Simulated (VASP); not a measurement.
Here is the system:

```xyz
6
Lattice="1.8773 -3.2515 0.0000 1.8773 3.2515 0.0000 0.0000 0.0000 15.0338" Properties=species:S:1:pos:R:3 pbc="T T T"
Te     1.8773     1.0838    13.1218
Te     1.8773    -1.0838     5.6049
Te     1.8773    -1.0838     1.9120
Te     1.8773     1.0838     9.4289
Mo     1.8773     1.0838     3.7584
Mo     1.8773    -1.0838    11.2753
```

These are vdW-DF2, VASP's PBE PAW potentials (set 64) (plane waves; VASP) values and carry that method's errors. Numerical set-up: 520 eV cut-off, 7×7×2 Γ-centred mesh, Gaussian smearing of 0.050 eV, potentials Te Mo_sv.

Question: The ions and cell shape at fixed volume are relaxed. Which structure does the run end with?

Answer: 
```xyz
6
Lattice="1.8669 -3.2335 0.0000 1.8669 3.2335 0.0000 0.0000 0.0000 15.2019" Properties=species:S:1:pos:R:3 pbc="T T T"
Te     1.8669     1.0778    13.2288
Te     1.8669    -1.0778     5.6278
Te     1.8669    -1.0778     1.9731
Te     1.8669     1.0778     9.5740
Mo     1.8669     1.0778     3.8005
Mo     1.8669    -1.0778    11.4014
```
Space group P6_3/mmc (194), at a tolerance of 0.03 Å.

Question: How much energy does the relaxation gain?

Answer: The energy (σ→0) changes by -3.6 meV/atom, in 5 ionic steps.

```json
[
 {"step": "1", "E(σ→0) (eV)": "-18.2216", "max force (eV/Å)": "0.293", "pressure (GPa)": "-1.87", "volume (Å³)": "183.53"},
 {"step": "2", "E(σ→0) (eV)": "-18.2329", "max force (eV/Å)": "0.110", "pressure (GPa)": "-1.34", "volume (Å³)": "183.53"},
 {"step": "3", "E(σ→0) (eV)": "-18.2338", "max force (eV/Å)": "0.043", "pressure (GPa)": "-1.15", "volume (Å³)": "183.53"},
 {"step": "4", "E(σ→0) (eV)": "-18.2388", "max force (eV/Å)": "0.029", "pressure (GPa)": "-0.97", "volume (Å³)": "183.53"},
 {"step": "5", "E(σ→0) (eV)": "-18.2431", "max force (eV/Å)": "0.002", "pressure (GPa)": "-0.60", "volume (Å³)": "183.53"}
]
```

The compound is MoTe2 in the 2H layered structure. This cell is one point of a volume scan, at 1.03 of the reference volume. Symmetry was kept, so distortions that lower it aren't found.
